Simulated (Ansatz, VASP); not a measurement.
# NiTeS (1T-NiSTe monolayer) in two plane-wave programs

Aim: how closely do two programs agree when they are given the same cell, functional and k mesh? The cell is taken from a series of runs on this material, whose earlier steps may have relaxed, scaled, displaced or heated it; both programs get it as it stands.

Main program and level: Ansatz 0.2.0; plane waves, with VASP 6.6.1 beside it; single point at PBE with D3(BJ).

## 1. The structure

The cell holds 3 atoms: 1 Te, 1 Ni and 1 S. Its edges and angles: a = 3.455 Å, b = 3.455 Å, c = 20.689 Å, α = 90.0°, β = 90.0°, γ = 120.0°. Vacuum lies along c.

Structure file:

```cif
data_structure
_symmetry_space_group_name_H-M 'P 1'
_symmetry_Int_Tables_number 1
_cell_length_a 3.4546
_cell_length_b 3.4546
_cell_length_c 20.6885
_cell_angle_alpha 90.000
_cell_angle_beta 90.000
_cell_angle_gamma 120.000
_cell_volume 213.83
loop_
_atom_site_label
_atom_site_type_symbol
_atom_site_fract_x
_atom_site_fract_y
_atom_site_fract_z
_atom_site_occupancy
Te1 Te 0.66667 0.33333 0.43502 1
Ni2 Ni 0.00000 0.00000 0.51198 1
S3 S 0.33333 0.66667 0.56498 1
```

## 2. VASP: single point, PBE with D3(BJ)

With cell and atoms fixed, the geometry can't cause a difference; cores, projectors, grids and the points listed under the comparison can.

Lines of VASP's logs that name or quote its potential files are left out, and so is its time.

The input, INCAR:

```
SYSTEM = NiTeS
PREC = Accurate
ENCUT = 520
EDIFF = 1E-06
NELM = 120
ISMEAR = -1
SIGMA = 0.02585
LREAL = .FALSE.
ALGO = Normal
GGA = PE
IVDW = 12
NBANDS = 17
LASPH = .TRUE.
LORBIT = 11
LWAVE = .FALSE.
LCHARG = .FALSE.
ISIF = 2
LDIPOL = .TRUE.
IDIPOL = 3
DIPOL = 0.5 0.5 0.504
LVHAR = .TRUE.
GGA_COMPAT = .FALSE.
NELMDL = -8
```

The input, POSCAR:

```
NiTeS
1.0
    3.4546172727      0.0000000000      0.0000000000
   -1.7273086364      2.9917863185      0.0000000000
    0.0000000000      0.0000000000     20.6885437652
Te Ni S
1 1 1
Direct
    0.6666666667      0.3333333333      0.4350233686
    0.0000000000      1.0000000000      0.5119835005
    0.3333333334      0.6666666666      0.5649766314
```

The input, KPOINTS:

```
Automatic mesh
0
Gamma
18 18 1
0 0 0
```

The projector-augmented-wave data sets are Te, Ni and S (PBE family, release 64).

Command:

```console
$ mpirun -np 1 vasp_std
```

Numbers of over 12 decimals in the logs are rounded to 6 here.

The program printed:

```text
[banner, memory and clock lines left out]
running    1 mpi-ranks, on    1 nodes
 distrk:  each k-point on    1 cores,    1 groups
 distr:  one band on    1 cores,    1 groups

 POSCAR found type information on POSCAR TeNiS
 POSCAR found :  3 types and       3 ions
 LDA part: xc-table for (Slater+PW92), standard interpolation
 POSCAR, INCAR and KPOINTS ok, starting setup
 FFT: planning ... GRIDC
 FFT: planning ... GRID_SOFT
 FFT: planning ... GRID
 WAVECAR not read
 entering main loop
       N       E                     dE             d eps       ncg     rms          rms(c)
DAV:   1     0.146574688527E+03    0.14657E+03   -0.78422E+03  1258   0.988E+02
DAV:   2     0.232534267989E+01   -0.14425E+03   -0.13818E+03  1579   0.219E+02
DAV:   3    -0.146424699876E+02   -0.16968E+02   -0.16631E+02  1545   0.794E+01
DAV:   4    -0.151966016953E+02   -0.55413E+00   -0.55044E+00  1774   0.164E+01
DAV:   5    -0.152102058021E+02   -0.13604E-01   -0.13603E-01  1989   0.225E+00
DAV:   6    -0.152103141236E+02   -0.10832E-03   -0.10832E-03  1860   0.179E-01
DAV:   7    -0.152103180567E+02   -0.39331E-05   -0.39331E-05  1927   0.314E-02
DAV:   8    -0.152103180942E+02   -0.37420E-07   -0.37476E-07  1522   0.315E-03    0.167E+01
DAV:   9    -0.210107421314E+02   -0.58004E+01   -0.49436E+01  1383   0.155E+02    0.295E+01
DAV:  10    -0.144579661059E+02    0.65528E+01   -0.92433E+00  1636   0.677E+01    0.120E+01
DAV:  11    -0.133765731222E+02    0.10814E+01   -0.92547E+00  1773   0.710E+01    0.703E+00
DAV:  12    -0.131498125874E+02    0.22676E+00   -0.26746E+00  1889   0.265E+01    0.219E+00
DAV:  13    -0.131086619032E+02    0.41151E-01   -0.36889E-01  1679   0.393E+00    0.132E+00
DAV:  14    -0.131106090799E+02   -0.19472E-02   -0.32165E-02  1525   0.128E+00    0.139E+00
[...]
DAV:  27    -0.131071840775E+02    0.12723E-03   -0.93316E-05  1405   0.792E-02    0.268E-01
DAV:  28    -0.131071856856E+02   -0.16082E-05   -0.36628E-05  1578   0.837E-02    0.203E-01
DAV:  29    -0.131071661943E+02    0.19491E-04   -0.24486E-05  1494   0.252E-02    0.152E-01
DAV:  30    -0.131071121349E+02    0.54059E-04   -0.20046E-04  1565   0.734E-02    0.201E-02
DAV:  31    -0.131071214203E+02   -0.92854E-05   -0.24304E-05  1628   0.267E-02    0.388E-02
DAV:  32    -0.131071289032E+02   -0.74828E-05   -0.11873E-06  1293   0.752E-03    0.377E-02
DAV:  33    -0.131071329899E+02   -0.40867E-05   -0.12481E-06  1194   0.824E-03    0.219E-02
DAV:  34    -0.131071339295E+02   -0.93959E-06   -0.19306E-06  1246   0.771E-03
   1 F= -.13974956E+02 E0= -.13973411E+02  d E =-.309014E-02
```

OUTCAR, selected parts (step 2):

```text
ion  position               nearest neighbor table
   1  0.667  0.333  0.435-   2 2.55   2 2.55   2 2.55
   2  0.000  0.000  0.512-   3 2.28   3 2.28   3 2.28   1 2.55   1 2.55   1 2.55
   3  0.333  0.667  0.565-   2 2.28   2 2.28   2 2.28

  LATTYP: Found a hexagonal cell.
 ALAT       =     3.4546172727
 C/A-ratio  =     5.9886644835

 Subroutine GETGRP returns: Found  6 space group operations
 (whereof  6 operations were pure point group operations)

The static configuration has the point symmetry C_3v.

 Found     37 irreducible k-points:

   k-points           NKPTS =     37   k-points in BZ     NKDIM =     37   number of bands    NBANDS=     17

   dimension x,y,z NGX =    28 NGY =   28 NGZ =  160
   dimension x,y,z NGXF=    56 NGYF=   56 NGZF=  320

   ENCUT  =  520.0 eV  38.22 Ry    6.18 a.u.   6.42  6.42 38.47*2*pi/ulx,y,z

   NELECT =      22.0000    total number of electrons

 k-points in reciprocal lattice and weights: Automatic mesh
   0.00000000  0.00000000  0.00000000       0.003
   0.05555556 -0.00000000  0.00000000       0.019
   0.11111111 -0.00000000  0.00000000       0.019
   0.16666667 -0.00000000  0.00000000       0.019
   0.22222222 -0.00000000  0.00000000       0.019
   0.27777778 -0.00000000  0.00000000       0.019
   0.33333333  0.00000000  0.00000000       0.019
   0.38888889 -0.00000000  0.00000000       0.019
   0.44444444 -0.00000000  0.00000000       0.019
[...]
0.33333333  0.27777778  0.00000000       0.037
   0.33333333  0.33333333  0.00000000       0.006

 dipolmoment           0.000000      0.000000      0.085806 electrons x Angstroem

 average (electrostatic) potential at core
       1 -96.7405       2 -93.6903       3 -93.4542

 E-fermi :  -1.7174

 k-point     1 :       0.0000    0.0000    0.0000
  band No.  band energies     occupation
    ...
      5      -5.6156      2.00000
      6      -4.0822      2.00000
      7      -4.0822      2.00000
      8      -4.0438      2.00000
      9      -2.3193      2.00000
     10      -1.1822      0.00000
     11      -1.1822      0.00000
     12       0.6620      0.00000
     13       0.6620      0.00000
     14       1.9668      0.00000
    ...

 k-point     2 :       0.0556   -0.0000    0.0000
  band No.  band energies     occupation
    ...
      5      -5.6053      2.00000
      6      -4.1073      2.00000
      7      -4.0952      2.00000
      8      -4.0141      2.00000
      9      -2.3227      2.00000
     10      -1.3525      0.00000
     11      -1.2358      0.00000
     12       0.3574      0.00000
     13       0.6016      0.00000
     14       2.0239      0.00000
    ...

 k-point     3 :       0.1111   -0.0000    0.0000
  band No.  band energies     occupation
    ...
      6      -4.1951      2.00000
      7      -4.1302      2.00000
      8      -3.9545      2.00000
      9      -2.3914      2.00000
     10      -1.7196      1.04247
     11      -1.3943      0.00001
     12      -0.3164      0.00000
     13       0.4524      0.00000
     14       2.1849      0.00000
     15       3.4364      0.00000
    ...

 Edisp (eV)   -0.86782

  Total      -0.15007    -0.15007     0.06762     0.00000     0.00000     0.00000
  in kB      -1.12450    -1.12450     0.50665     0.00000     0.00000     0.00000
  external pressure =       -0.58 kB  Pullay stress =        0.00 kB

  energy-cutoff  :      520.00
  volume of cell :      213.83
      direct lattice vectors                 reciprocal lattice vectors
     3.454617273  0.000000000  0.000000000     0.289467666  0.167124235  0.000000000
    -1.727308636  2.991786318  0.000000000     0.000000000  0.334248470  0.000000000
     0.000000000  0.000000000 20.688543765     0.000000000  0.000000000  0.048335930

 POSITION                                       TOTAL-FORCE (eV/Angst)
 -----------------------------------------------------------------------------------
      1.72731      0.99726      9.00000         0.000000     -0.000000     -0.059638
      0.00000      0.00000     10.59219         0.000000      0.000000      0.074288
      0.00000      1.99452     11.68854        -0.000000     -0.000000     -0.014649
 -----------------------------------------------------------------------------------
    total drift:                               -0.000000      0.000000     -0.000280

  FREE ENERGIE OF THE ION-ELECTRON SYSTEM (eV)
  ---------------------------------------------------
  free  energy   TOTEN  =       -13.9749556954 eV

  energy  without entropy=      -13.9718655508  energy(sigma->0) =      -13.97341062

 vacuum level on the upper side and lower side of the slab         4.116         2.614

 total charge
# of ion       s       p       d       tot
------------------------------------------
    1        1.405   1.881   0.060   3.345
    2        0.463   0.577   8.350   9.389
    3        1.365   2.259   0.000   3.624
--------------------------------------------------
tot          3.232   4.717   8.409  16.358

[... 3 further parts left out ...]
```

This run has no spin polarisation, so a moment on Ni, if there is one, isn't seen.

## 3. Ansatz: single point, PBE with D3(BJ)

Ansatz runs on its default PAW (the set named soft_2) files.

The same cell, functional, mesh and smearing now go to Ansatz, which takes its cutoff from its data sets.

The input, input.yaml:

```yaml
crystal:
  lattice:
    - [3.4546172727, 0.0, 0.0]
    - [-1.7273086364, 2.9917863185, 0.0]
    - [0.0, 0.0, 20.6885437652]
  atoms:
    - { symbol: Te, position: [0.6666666667, 0.3333333333, 0.4350233686] }
    - { symbol: Ni, position: [0.0, 0.0, 0.5119835005] }
    - { symbol: S, position: [0.3333333333, 0.6666666667, 0.5649766314] }
kpoints:
  mp_grid: { grid: [18, 18, 1] }
  band_path:
    path: [[0, 0, 0], [0.5, 0, 0], [0.33333333, 0.33333333, 0], [0, 0, 0]]
    npoints: 16
hamiltonian:
  xc: pbe
  dispersion: d3bj
scf:
  occupations: { method: fermi_dirac, width: 0.02585 }
  convergence: { dr2_threshold: 1.0e-10 }
efield:
  axis: 3
  dipole_correction: true
  ramp_position: 0.97
  ramp_width: 0.06
  amplitude: 0
output:
  dos: { projected: true, e_range: [-6, 5] }
  write_potential: true
  write_density: true
  volumetric_format: npy
  elf: true
```

Command:

```console
$ ansatz run input.yaml --threads 2 --pin off --max-ram 3072MiB --backend cpu --events-out ev --progress --plain --runs-dir out
```

The program printed:

```text
Engine: ansatz 0.2.0, x86_64-unknown-linux-gnu
Pseudopotentials: kind: paw
Pseudopotential: Te, paw, valence charge 16, recommended cutoff 420 eV (normal), Te.paw.azcp
Pseudopotential: Ni, paw, valence charge 18, recommended cutoff 420 eV (normal), Ni.paw.azcp
Pseudopotential: S, paw, valence charge 6, recommended cutoff 420 eV (normal), S.paw.azcp
Functional definition: PBE
  parameter kappa = 0.804
  parameter beta = 0.066725
  exchange = pbe_x(kappa = kappa, mu = beta*pi^2/3)
  correlation = pbe_c(beta = beta)
Crystal: 3 atoms, lattice volume = 213.826 Å³
Basis set: ecut = 420 eV, 4101 PW (Γ)
Bands: 24, of which v1, the nominal top of the filled ones, is band 20 counted from 1 (19 counted from 0)
Symmetry: 6 space group operations
Space group: P3m1 (ITA 156), of the structure as read, at distance tolerance 6.0e-5 Å
k-points: 37 of 324 (time reversal used)
Non-local potential: Te, projectors of the file, l = 0: 2, l = 1: 2, l = 2: 2, l = 3: 2
Non-local potential: Ni, projectors of the file, l = 0: 3, l = 1: 2, l = 2: 3, l = 3: 1
Non-local potential: S, projectors of the file, l = 0: 2, l = 1: 2, l = 2: 2
PAW form: soft (Blöchl's): semilocal exchange-correlation on the pseudo side does not see the compensation charge
PAW one-centre angular grid: Te, 590 points (default); XC on 64 Gauss nodes
PAW one-centre angular grid: Ni, 590 points (default); XC on 64 Gauss nodes
PAW one-centre angular grid: S, 110 points (default); XC on 64 Gauss nodes
Initial density: superposition of atomic densities (neutral atoms: chi_scale 0, normalization atom), corrected by the library's trained network
Initial wavefunctions: pseudopotential atomic-orbital guess
Functional: x = pbe(κ = 0.804, μ = 0.219515), c = pbe(β = 0.066725)
SCF iter   1: F=—  HF=-13722.993483 eV  |F-HF|=—  |Δ(HF+E_count)|=         —  Δρ=2.54e-3  dr2=7.67e-2  ethr=1.77e-3  p=-0.092 e·Å  D=-7.79e-2 V/Å  ΔV_dip=1.61 eV  dr2_dipole=1.51e-2  V_vac-E_F(+/−)=5.89/4.28 eV  ⟨swp⟩=10.5  Hψ=5485  notcnv=0
efield: sawtooth ramp at fractional position 0.9700 (set: `efield.ramp_position`, or a place that a band, a saddle search or an elastic batch's reference lends), width 0.0600; the density the first Hamiltonian is built on has a dipole p = -0.092 e·Å; the dipole correction subtracts the counter field D = -7.79e-2 V/Å, which shifts the + side's vacuum level by +1.61 eV against the − side's; the planar-averaged density in the ramp window peaks in size at 2.3e-5 e/Å³
preconditioner: auto → LDOS  [metal: Δε(μ)=0.077 eV  Ē_g=7.616 eV  σ=0.026 eV  W_gap=0.45  n_scr=12 (ndim 8)  ℏωp=11.9 eV  f_vac=0.692  D(μ)=1.33/eV (n_scr^D=6)  β→1.0]
SCF iter   2: F=—  HF=-13722.993691 eV  |F-HF|=—  |Δ(HF+E_count)|=   2.08e-4  Δρ=2.33e-3  dr2=5.31e-2  ethr=1.92e-4  p=-0.075 e·Å  D=-6.31e-2 V/Å  ΔV_dip=1.31 eV  dr2_dipole=1.04e-2  V_vac-E_F(+/−)=5.83/4.52 eV  ⟨swp⟩=3.6  Hψ=1614  notcnv=0
SCF iter   3: F=—  HF=-13722.988802 eV  |F-HF|=—  |Δ(HF+E_count)|=   4.89e-3  Δρ=3.06e-4  dr2=4.40e-4  ethr=1.33e-4  p=-0.088 e·Å  D=-7.44e-2 V/Å  ΔV_dip=1.54 eV  dr2_dipole=7.11e-5  V_vac-E_F(+/−)=5.85/4.31 eV  ⟨swp⟩=3.0  Hψ=1156  notcnv=0
SCF iter   4: F=—  HF=-13722.988934 eV  |F-HF|=—  |Δ(HF+E_count)|=   1.31e-4  Δρ=8.44e-5  dr2=5.21e-5  ethr=1.10e-6  p=-0.087 e·Å  D=-7.37e-2 V/Å  ΔV_dip=1.53 eV  dr2_dipole=1.15e-5  V_vac-E_F(+/−)=5.84/4.32 eV  ⟨swp⟩=2.7  Hψ=1548  notcnv=0
SCF iter   5: F=—  HF=-13722.988967 eV  |F-HF|=—  |Δ(HF+E_count)|=   3.36e-5  Δρ=1.93e-5  dr2=7.92e-7  ethr=1.30e-7  p=-0.087 e·Å  D=-7.35e-2 V/Å  ΔV_dip=1.52 eV  dr2_dipole=2.92e-8  V_vac-E_F(+/−)=5.84/4.32 eV  ⟨swp⟩=2.4  Hψ=1335  notcnv=0
SCF iter   6: F=—  HF=-13722.988960 eV  |F-HF|=—  |Δ(HF+E_count)|=   7.74e-6  Δρ=1.58e-5  dr2=4.50e-7  ethr=1.98e-9  p=-0.087 e·Å  D=-7.35e-2 V/Å  ΔV_dip=1.52 eV  dr2_dipole=1.42e-10  V_vac-E_F(+/−)=5.84/4.32 eV  ⟨swp⟩=3.0  Hψ=1947  notcnv=0
SCF iter   7: F=—  HF=-13722.988960 eV  |F-HF|=—  |Δ(HF+E_count)|=   6.45e-8  Δρ=9.47e-6  dr2=1.24e-7  ethr=1.13e-9  p=-0.087 e·Å  D=-7.35e-2 V/Å  ΔV_dip=1.52 eV  dr2_dipole=1.59e-11  V_vac-E_F(+/−)=5.84/4.32 eV  ⟨swp⟩=2.0  Hψ=1137  notcnv=0
SCF iter   8: F=—  HF=-13722.988960 eV  |F-HF|=—  |Δ(HF+E_count)|=   5.09e-9  Δρ=2.26e-6  dr2=1.33e-8  ethr=3.11e-10  p=-0.087 e·Å  D=-7.35e-2 V/Å  ΔV_dip=1.52 eV  dr2_dipole=3.74e-11  V_vac-E_F(+/−)=5.84/4.32 eV  ⟨swp⟩=2.2  Hψ=1165  notcnv=0
SCF iter   9: F=—  HF=-13722.988960 eV  |F-HF|=—  |Δ(HF+E_count)|=   1.34e-9  Δρ=1.16e-6  dr2=2.43e-9  ethr=3.33e-11  p=-0.087 e·Å  D=-7.35e-2 V/Å  ΔV_dip=1.52 eV  dr2_dipole=5.28e-11  V_vac-E_F(+/−)=5.84/4.32 eV  ⟨swp⟩=2.0  Hψ=1097  notcnv=0
SCF iter  10: F=-13722.988960 eV  HF=-13722.988960 eV  |F-HF|=5.33e-10  |Δ(HF+E_count)|=   1.50e-9  Δρ=1.19e-7  dr2=2.61e-11  ethr=1.00e-12  p=-0.087 e·Å  D=-7.35e-2 V/Å  ΔV_dip=1.52 eV  dr2_dipole=1.89e-12  V_vac-E_F(+/−)=5.84/4.32 eV  ⟨swp⟩=2.5  Hψ=3022  notcnv=0
SCF 1 converged in 10 iterations: F = -13722.988960 eV  dr2 = 2.61e-11
  greatest PAW one-centre occupation: 1.000 electrons in one spin orbital (limit 2), on the Ni atom at site 1 (counted from 0), in its partial waves of l = 1
NSCF: frozen V_eff on 49 k-points
efield: sawtooth ramp at fractional position 0.9700 (kept from the solve that this one continues, or follows in the run), width 0.0600; the density the first Hamiltonian is built on has a dipole p = -0.087 e·Å; the dipole correction subtracts the counter field D = -7.35e-2 V/Å, which shifts the + side's vacuum level by +1.52 eV against the − side's; the planar-averaged density in the ramp window peaks in size at 9.2e-6 e/Å³
WARN: The output density's exchange-correlation potential varies sharply where the density is thin. Do not read a vacuum level from v_tot or v_xc, or from such a field of the output density. On a cell that repeats whose density bears no net charge and no dipole along the vacuum's axis use v_es (v_loc + v_h of the components); under efield.dipole_correction with no amplitude use v_es + v_field, which holds any externa [...]
SCF converged after 10 iterations
Free energy (F): -13722.988960 eV
Harris-Foulkes:  -13722.988960 eV  (|F-HF|=5.33e-10)
Internal energy: -13722.985588 eV  (E = F + TS)
E sigma→0 (E₀):  -13722.987274 eV
Entropy (-TS):   -0.003372 eV (-1.124 meV/atom)
Fermi energy:    -0.700085 eV
Dipole field:    D = -0.073459 V/Å  (p = -0.086805 e·Å, saw-weighted, corrected)
Work function:   Φ+ = 5.8397 eV   Φ− = 4.3199 eV
Levels:          The Fermi level and band energies are counted from a zero that moves with the ramp; work functions are not
--- Per-component energies (eV) ---
  E_band       = -1095.401682
  E_kinetic    = 569.558063
  E_local      = -37787.003688  (includes V_loc(G=0)·N_el)
  E_nonlocal   = 353.431731
  E_hartree    = 18489.662683
  E_xc         = -305.939595
  E_vxc        = -300.599516  (∫ρ·V_xc dr)
  E_paw        = -6892.008607  (= ΣΔE_a)
  E_vpaw       = -909.460972  (= ΣTr[D̂ρ^β])
  E_aug_tail   = 0.000296  (compensation charges beyond the density's cutoff)
  E_efield     = 0.003188  (sawtooth field / dipole correction)
  E_vefield    = -0.653293  (∫n·V_field dr)
  E_ewald      = 11850.178240
  E_disp       = -0.867899  (pairwise vdW)
  E_smearing   = -0.003372  (= −TS)
  E_closure    = -0.000000  (closes the sum)
  Σ components = -13722.988960   (vs F -13722.988960, Δ=0.00e0)
--- Band table (eV; the first three rows and the last of 37) ---
  k-point 0: bands = [... 16 lower, -3.0305, -1.2994, -0.1756, -0.1756, 1.6787, 1.6787, 2.9774, 4.2337]
  k-point 1: bands = [... 16 lower, -3.0001, -1.3041, -0.3455, -0.2289, 1.3751, 1.6184, 3.0349, 4.3034]
  k-point 2: bands = [... 16 lower, -2.9396, -1.3782, -0.7078, -0.3865, 0.7034, 1.4695, 3.1966, 4.4813]
  k-point 36: bands = [... 16 lower, -3.5316, -2.6934, -2.3935, -2.0806, -0.9326, 0.3455, 4.0583, 5.7899]
```

Reading the cycles: dr2 is the Hartree energy of the density residual (eV), the measure of convergence; HF is the Harris–Foulkes estimate of the energy, which meets the free energy F at convergence.

## 4. Differences

Known differences besides the potentials themselves: the data sets hold 40 valence electrons in Ansatz (on its default PAW (the set named soft_2) files) and 22 in VASP; the cutoff is 420 eV in Ansatz and 520 eV in VASP. Total energies have different zeros and are not compared.

Compared:

```
                                   quantity  Ansatz  VASP  difference
 work function, lower of the two faces (eV)    4.32  4.33       -0.01
work function, higher of the two faces (eV)    5.84  5.83       +0.01
```

VASP's last cycles still show a density residual of 2e-03, so its state may not be settled. With vacuum in the cell, a pressure given here is an average over mostly empty space and none of the material.

## 5. Outcome

| Quantity | Value |
| --- | --- |
| difference in work function, lower of the two faces (single point, PBE with D3(BJ)) | -0.011 eV |

**Reading.** The difference in work function, lower of the two faces is -0.011 eV (single point, PBE with D3(BJ)). The data sets hold unlike numbers of valence electrons (40 in Ansatz and 22 in VASP), so part of the differences comes from the potentials. How closely two codes agree says nothing of how well the functional describes the real material.

[Lines on the potential files, build, host, timing and source positions are cut from VASP's logs without a mark.]

[Logs are printed without paths, hosts, clocks, repeated set-up lines and the standing remarks that a program may print on its own settings, such as how far it seeks lower states.]

[Hosts, paths, dates, database ids (printed as entryN), source tags and the programs' standing remarks are cut or masked in the printed files.]
